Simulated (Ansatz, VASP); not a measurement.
**LiPH96C48O36F6 in two plane-wave programs**

One calculation is typed for both programs; each brings its own data sets. How far apart do they land? The cell is taken from a series of runs on this material, whose earlier steps may have relaxed, scaled, displaced or heated it; both programs get it as it stands.

Program: Ansatz 0.2.0. Level of theory: plane waves, with VASP 6.6.1 beside it; single point at PBE with D3(BJ). Results are calculated unless marked as measured.

### Step 1. Starting point

The cell holds 188 atoms: 48 C, 36 O, 96 H, 1 P, 6 F and 1 Li. Its edges and angles: a = 12.947 Å, b = 12.947 Å, c = 12.947 Å, α = 90.0°, β = 90.0°, γ = 90.0°.

### Step 2. Ansatz: single point, PBE with D3(BJ)

Ansatz runs on its PAW soft_1 files.

A single point gives forces, pressure and levels at one fixed geometry, so differences don't come from the geometry; what else differs is listed under the comparison.

Contents of input.yaml:

```yaml
crystal:
  lattice:
    - [12.94736, 0.0, 0.0]
    - [0.0, 12.94736, 0.0]
    - [0.0, 0.0, 12.94736]
  atoms:
    - { symbol: C, position: [0.69627, 0.6078, 0.25927] }
    - { symbol: C, position: [0.67148, 0.63437, 0.14818] }
    - { symbol: O, position: [0.62947, 0.54484, 0.09453] }
    - { symbol: C, position: [0.52637, 0.53962, 0.08755] }
    - { symbol: O, position: [0.46545, 0.60625, 0.11596] }
    - { symbol: O, position: [0.50116, 0.44972, 0.04473] }
    - { symbol: C, position: [0.39157, 0.43414, 0.02771] }
    - { symbol: H, position: [0.72978, 0.6758, 0.29782] }
    - { symbol: H, position: [0.75273, 0.5447, 0.26354] }
    - { symbol: H, position: [0.62618, 0.58584, 0.30152] }
    - { symbol: H, position: [0.74129, 0.6542, 0.10438] }
    - { symbol: H, position: [0.61613, 0.69821, 0.14251] }
    - { symbol: H, position: [0.3851, 0.35521, 0.99821] }
    - { symbol: H, position: [0.34909, 0.44246, 0.10034] }
    - { symbol: H, position: [0.36338, 0.48937, 0.96988] }
    - { symbol: C, position: [0.23363, 0.4966, 0.69551] }
    - { symbol: C, position: [0.30283, 0.58989, 0.70457] }
    - { symbol: O, position: [0.39304, 0.55927, 0.76507] }
    - { symbol: C, position: [0.46442, 0.63288, 0.77928] }
    - { symbol: O, position: [0.4598, 0.72222, 0.74979] }
    - { symbol: O, position: [0.54286, 0.59009, 0.8326] }
    - { symbol: C, position: [0.62913, 0.6579, 0.85191] }
    - { symbol: H, position: [0.20932, 0.46906, 0.77194] }
    - { symbol: H, position: [0.27354, 0.43384, 0.65508] }
    - { symbol: H, position: [0.16468, 0.51748, 0.65092] }
    - { symbol: H, position: [0.26464, 0.65442, 0.7444] }
    - { symbol: H, position: [0.3292, 0.61663, 0.62858] }
    - { symbol: H, position: [0.60631, 0.72031, 0.90464] }
    - { symbol: H, position: [0.68831, 0.60862, 0.88639] }
    - { symbol: H, position: [0.65788, 0.69087, 0.77935] }
[... 152 atom lines left out ...]
    - { symbol: F, position: [0.27654, 0.60351, 0.43256] }
    - { symbol: F, position: [0.2783, 0.56627, 0.25741] }
    - { symbol: F, position: [0.43051, 0.56805, 0.34861] }
    - { symbol: F, position: [0.36276, 0.41175, 0.29263] }
    - { symbol: F, position: [0.36221, 0.45017, 0.46744] }
    - { symbol: Li, position: [0.39424, 0.68106, 0.22439] }
kpoints:
  mp_grid: { grid: [1, 1, 1] }
hamiltonian:
  xc: pbe
  dispersion: d3bj
  pseudopotentials: { kind: paw, azcp: { folder: soft_1 } }
scf:
  occupations: { method: fixed }
output:
  forces: true
  stress: true
  populations: intrinsic
  dos:
    method: { smearing: { sigma: 0.15 } }
    de: 0.1
    projected: { site_lists: { C: [C], F: [F], H: [H], Li: [Li], O: [O] } }
  eigenvalues: true
```

Started as:

```console
ansatz run input.yaml --threads 4 --pin off --max-ram 12288MiB --backend cpu --events-out ev --progress --plain --runs-dir out
```

Numbers of over 12 decimals in the logs are rounded to 6 here.

Log:

```text
Engine: ansatz 0.2.0, x86_64-unknown-linux-gnu
Pseudopotentials: kind: paw
Pseudopotential: C, paw, valence charge 4, recommended cutoff 420 eV (normal), soft_1/C.paw.azcp
Pseudopotential: O, paw, valence charge 6, recommended cutoff 420 eV (normal), soft_1/O.paw.azcp
Pseudopotential: H, paw, valence charge 1, recommended cutoff 420 eV (normal), soft_1/H.paw.azcp
Pseudopotential: P, paw, valence charge 5, recommended cutoff 420 eV (normal), soft_1/P.paw.azcp
Pseudopotential: F, paw, valence charge 7, recommended cutoff 420 eV (normal), soft_1/F.paw.azcp
Pseudopotential: Li, paw, valence charge 3, recommended cutoff 420 eV (normal), soft_1/Li.paw.azcp
Functional definition: PBE
  parameter kappa = 0.804
  parameter beta = 0.066725
  exchange = pbe_x(kappa = kappa, mu = beta*pi^2/3)
  correlation = pbe_c(beta = beta)
Crystal: 188 atoms, lattice volume = 2170.419 Å³
Basis set: ecut = 420 eV, 42499 PW (Γ), exchange–correlation on 180×180×180 points (8 copies of the dense FFT grid, shifted against one another)
Bands: 465, of which v1, the nominal top of the filled ones, is band 277 counted from 1 (276 counted from 0)
Symmetry: 1 space group operations
Space group: P1 (ITA 1), of the structure as read, at distance tolerance 1.3e-4 Å
k-points: 1
Non-local potential: C, projectors of the file, l = 0: 2, l = 1: 2, l = 2: 1
Non-local potential: O, projectors of the file, l = 0: 2, l = 1: 2, l = 2: 1
Non-local potential: H, projectors of the file, l = 0: 2, l = 1: 1
Non-local potential: P, projectors of the file, l = 0: 2, l = 1: 2, l = 2: 1
Non-local potential: F, projectors of the file, l = 0: 2, l = 1: 2, l = 2: 1
Non-local potential: Li, projectors of the file, l = 0: 3, l = 1: 2, l = 2: 1
PAW form: soft (Blöchl's): semilocal exchange-correlation on the pseudo side does not see the compensation charge
PAW one-centre angular grid: C, 110 points (default); XC on 64 Gauss nodes
PAW one-centre angular grid: O, 110 points (default); XC on 64 Gauss nodes
PAW one-centre angular grid: H, 110 points (default); XC on 64 Gauss nodes
PAW one-centre angular grid: P, 110 points (default); XC on 64 Gauss nodes
PAW one-centre angular grid: F, 110 points (default); XC on 64 Gauss nodes
PAW one-centre angular grid: Li, 110 points (default); XC on 96 Gauss nodes
Initial density: superposition of atomic densities (chi_scale 0.1, normalization cell), built separately for each of the 10 bonded fragments (scf.initial_density.interfragment_charge_transfer: auto; true builds it for the cell as a whole; a typed value also counts as a typed key of the start: scf.initial_density.chi_scale says what that changes, if anything)
Initial wavefunctions: pseudopotential atomic-orbital guess
Functional: x = pbe(κ = 0.804, μ = 0.219515), c = pbe(β = 0.066725)
SCF iter   1: F=—  HF=-40005.908249 eV  |F-HF|=—  |Δ(HF+E_count)|=         —  Δρ=2.05e-1  dr2=2.53e3  ethr=3.10e-3  ⟨swp⟩=4.0  Hψ=1701  notcnv=0  defer=182
preconditioner: auto → Resta (q_TF=auto, 2.173 Å⁻¹)  ε∞=2.5  [insulator: Δε(μ)=0.175 eV  Ē_g=13.422 eV  n_scr=388 (ndim 8)  ℏωp=16.4 eV  f_vac=0.145  ε∞_Penn≈2.5]
SCF iter   2: F=—  HF=-40295.895113 eV  |F-HF|=—  |Δ(HF+E_count)|=    2.90e2  Δρ=2.46e-1  dr2=5.24e3  ethr=3.10e-3  ⟨swp⟩=30.0  Hψ=9025  notcnv=0  defer=183
SCF iter   3: F=—  HF=-39882.115725 eV  |F-HF|=—  |Δ(HF+E_count)|=    4.14e2  Δρ=1.05e-1  dr2=1.72e2  ethr=3.10e-3  ⟨swp⟩=7.0  Hψ=2387  notcnv=0  defer=186
SCF iter   4: F=—  HF=-39838.025426 eV  |F-HF|=—  |Δ(HF+E_count)|=    4.41e1  Δρ=5.28e-2  dr2=5.07e1  ethr=3.10e-3  ⟨swp⟩=6.0  Hψ=1023  notcnv=0  defer=185
SCF iter   5: F=—  HF=-39821.996363 eV  |F-HF|=—  |Δ(HF+E_count)|=    1.60e1  Δρ=1.82e-2  dr2=6.32e0  ethr=3.10e-3  ⟨swp⟩=6.0  Hψ=974  notcnv=0  defer=188
SCF iter   6: F=—  HF=-39821.059374 eV  |F-HF|=—  |Δ(HF+E_count)|=   9.37e-1  Δρ=1.21e-2  dr2=3.27e0  ethr=1.14e-3  ⟨swp⟩=5.0  Hψ=824  notcnv=0  defer=188
SCF iter   7: F=—  HF=-39820.466872 eV  |F-HF|=—  |Δ(HF+E_count)|=   5.93e-1  Δρ=3.49e-3  dr2=7.70e-1  ethr=5.90e-4  ⟨swp⟩=3.0  Hψ=568  notcnv=0  defer=186
SCF iter   8: F=—  HF=-39820.368285 eV  |F-HF|=—  |Δ(HF+E_count)|=   9.86e-2  Δρ=2.48e-3  dr2=4.90e-1  ethr=1.39e-4  ⟨swp⟩=4.0  Hψ=543  notcnv=0  defer=187
SCF iter   9: F=—  HF=-39820.287440 eV  |F-HF|=—  |Δ(HF+E_count)|=   8.08e-2  Δρ=1.42e-3  dr2=2.78e-1  ethr=8.85e-5  ⟨swp⟩=5.0  Hψ=473  notcnv=0  defer=187
SCF iter  10: F=—  HF=-39820.217509 eV  |F-HF|=—  |Δ(HF+E_count)|=   6.99e-2  Δρ=9.40e-4  dr2=1.37e-1  ethr=5.01e-5  ⟨swp⟩=7.0  Hψ=1091  notcnv=0  defer=186
SCF iter  11: F=—  HF=-39820.151062 eV  |F-HF|=—  |Δ(HF+E_count)|=   6.64e-2  Δρ=5.72e-4  dr2=7.10e-3  ethr=2.47e-5  ⟨swp⟩=8.0  Hψ=594  notcnv=0  defer=188
SCF iter  12: F=—  HF=-39820.149289 eV  |F-HF|=—  |Δ(HF+E_count)|=   1.77e-3  Δρ=2.45e-4  dr2=1.29e-3  ethr=1.28e-6  ⟨swp⟩=8.0  Hψ=867  notcnv=0  defer=187
SCF iter  13: F=—  HF=-39820.148994 eV  |F-HF|=—  |Δ(HF+E_count)|=   2.95e-4  Δρ=9.77e-5  dr2=2.21e-4  ethr=2.33e-7  ⟨swp⟩=2.0  Hψ=808  notcnv=0  defer=186
[...]
--- intrinsic populations: 188 sites ---
  site symbol       q [e]
     0      C      4.5349
     1      C      4.1146
     2      O      6.3213
     3      C      3.3283
     4      O      6.5513
     5      O      6.3074
     6      C      4.3206
     7      H      0.8125
     8      H      0.8152
     9      H      0.8083
    10      H      0.8199
    11      H      0.8207
    12      H      0.7954
    13      H      0.7953
    14      H      0.8132
    15      C      4.5289
    16      C      4.1095
    17      O      6.3344
    18      C      3.3477
    19      O      6.5206
    20      O      6.3279
    21      C      4.3122
    22      H      0.8242
    23      H      0.8171
[...]
180      P      2.6655
   181      F      7.5278
   182      F      7.5365
   183      F      7.5370
   184      F      7.5439
   185      F      7.5367
   186      F      7.5317
   187     Li      2.2292
  spilling = 0.000000 (of n_electrons = 554.000000)
```

Reading the cycles: dr2 is the Hartree energy of the density residual (eV), the measure of convergence; HF is the Harris–Foulkes estimate of the energy, which meets the free energy F at convergence.

### Step 3. VASP: single point, PBE with D3(BJ)

The same cell, functional and mesh now go to VASP, with its own data sets.

Lines of VASP's logs that name or quote its potential files are left out, and so is its time.

Contents of INCAR:

```
SYSTEM = LiPH96C48O36F6
PREC = Accurate
ENCUT = 750
EDIFF = 1E-06
NELM = 120
ISMEAR = 0
SIGMA = 0.01
LREAL = Auto
ALGO = Normal
GGA = PE
IVDW = 12
NBANDS = 408
LORBIT = 11
LWAVE = .FALSE.
LCHARG = .FALSE.
ISIF = 2
LASPH = .TRUE.
GGA_COMPAT = .FALSE.
EFERMI = MIDGAP
```

Contents of POSCAR:

```
LiPH96C48O36F6
1.0
   12.9473600000      0.0000000000      0.0000000000
    0.0000000000     12.9473600000      0.0000000000
    0.0000000000      0.0000000000     12.9473600000
C O H P F Li
48 36 96 1 6 1
Direct
    0.6962700000      0.6078000000      0.2592700000
    0.6714800000      0.6343700000      0.1481800000
    0.5263700000      0.5396200000      0.0875500000
    0.3915700000      0.4341400000      0.0277100000
    0.2336300000      0.4966000000      0.6955100000
    0.3028300000      0.5898900000      0.7045700000
    0.4644200000      0.6328800000      0.7792800000
    0.6291300000      0.6579000000      0.8519100000
    0.4534800000      0.0083500000      0.1531900000
    0.5546100000      0.9625100000      0.1896900000
    0.5220800000      0.8573600000      0.3366900000
    0.5065300000      0.7614200000      0.4907000000
    0.0289600000      0.7439100000      0.8358800000
    0.9497100000      0.7166700000      0.7547400000
    0.9416800000      0.6220200000      0.5982100000
    0.9488900000      0.5163700000      0.4496200000
    0.1440400000      0.8760600000      0.5740600000
    0.2607000000      0.8697600000      0.5696100000
    0.3194000000      0.0176500000      0.4776200000
    0.3755400000      0.1745500000      0.4049300000
    0.6384600000      0.2228300000      0.9390900000
    0.7182800000      0.2944600000      0.9856100000
    0.7769300000      0.2078800000      0.1361600000
    0.7165600000      0.2801500000      0.2966600000
    0.0699700000      0.7287200000      0.3016700000
    0.1266300000      0.8286100000      0.2797900000
    0.2179700000      0.8138400000      0.1211700000
    0.2981700000      0.8069400000      0.9582600000
    0.8481000000      0.9591300000      0.3588300000
    0.8890000000      0.0038600000      0.4585200000
[... 152 atom lines left out ...]
    0.2765400000      0.6035100000      0.4325600000
    0.2783000000      0.5662700000      0.2574100000
    0.4305100000      0.5680500000      0.3486100000
    0.3627600000      0.4117500000      0.2926300000
    0.3622100000      0.4501700000      0.4674400000
    0.3942400000      0.6810600000      0.2243900000
```

Contents of KPOINTS:

```
Automatic mesh
0
Gamma
1 1 1
0 0 0
```

PAW data sets: C, O, H, P, F and Li_sv (PBE family, release 64).

Started as:

```console
export OMP_NUM_THREADS=3
mpirun -np 1 vasp_gam
```

Log:

```text
[banner, memory and clock lines left out]
running    1 mpi-ranks, on    1 nodes
[...]
Offloading initialized ...    1 GPUs detected
[...]
LDA part: xc-table for (Slater+PW92), standard interpolation
 POSCAR, INCAR and KPOINTS ok, starting setup
[...]
entering main loop
       N       E                     dE             d eps       ncg     rms          rms(c)
DAV:   1     0.534061777836E+04    0.53406E+04   -0.35471E+05   816   0.168E+03
DAV:   2    -0.539068690521E+03   -0.58797E+04   -0.55827E+04  1016   0.345E+02
DAV:   3    -0.114966542324E+04   -0.61060E+03   -0.60558E+03  1008   0.114E+02
DAV:   4    -0.116619160674E+04   -0.16526E+02   -0.16447E+02  1048   0.193E+01
[...]
DAV:  18    -0.107467168581E+04    0.57011E-05   -0.66351E-06   944   0.872E-03    0.380E-03
DAV:  19    -0.107467168303E+04    0.27814E-05   -0.29304E-06   872   0.610E-03    0.224E-03
DAV:  20    -0.107467168229E+04    0.73395E-06   -0.24071E-06   856   0.370E-03
   1 F= -.10828883E+04 E0= -.10828883E+04  d E =0.000000E+00
```

From OUTCAR (step 3):

```text
  FREE ENERGIE OF THE ION-ELECTRON SYSTEM (eV)
  ---------------------------------------------------
  free  energy   TOTEN  =     -1082.8883381377 eV

  energy  without entropy=    -1082.8883381377  energy(sigma->0) =    -1082.88833814
```

The run ends at a pressure of -0.19 GPa, with forces up to 0.48 eV/Å.

### Step 4. Side by side

Known differences besides the potentials themselves: fixed occupations in Ansatz, narrow Gaussian smearing in VASP; the cutoff is 420 eV in Ansatz and 750 eV in VASP (PREC = Accurate, projectors in real space). Total energies have different zeros and are not compared.

Both answers:

```csv
quantity,Ansatz,VASP,difference
pressure (GPa),-0.42,-0.19,-0.23
gap on the k mesh (eV),5.426,5.430,-0.004
```

Forces on 7 of the 188 atoms, those with the largest forces and the largest differences (eV/Å; atoms numbered as in POSCAR):

```csv
atom,"Ansatz x, y, z","VASP x, y, z"
C11,"-0.444, 0.095, 0.039","-0.352, 0.278, 0.169"
O59,"-0.018, 0.004, -0.006","-0.438, 0.121, -0.080"
O62,"0.045, 0.011, 0.003","-0.040, -0.173, -0.396"
O71,"-0.037, 0.004, -0.024","-0.167, -0.027, 0.412"
O77,"0.030, 0.038, -0.019","-0.348, 0.141, 0.206"
O80,"0.030, 0.019, 0.017","0.116, -0.414, -0.059"
O83,"-0.011, 0.012, -0.005","-0.218, 0.152, 0.351"
```

The forces differ by 82 meV/Å r.m.s., which is 98.9 % of the r.m.s. force of 0.083 eV/Å (both taken over all components). A gap on the mesh is an upper bound, since the band edges may lie between its points.

### Step 5. Summary of results

```
r.m.s. force difference (single point, PBE with D3(BJ)) : 82 meV/Å
```

**Reading.** The r.m.s. force difference is 82 meV/Å (single point, PBE with D3(BJ)), beyond the 12 meV/Å picked in this series as the mark of a large difference. What causes the difference of the single point, PBE with D3(BJ) pair stays open here. Such differences can come from data sets, numerical settings and the points named under the comparisons, not from the functional's error against experiment.

[Lines on the potential files, build, host, timing and source positions are cut from VASP's logs without a mark.]

[Logs are printed without paths, hosts, clocks, repeated set-up lines and the standing remarks that a program may print on its own settings, such as how far it seeks lower states.]

[Hosts, paths, dates, database ids (printed as entryN), source tags and the programs' standing remarks are cut or masked in the printed files.]
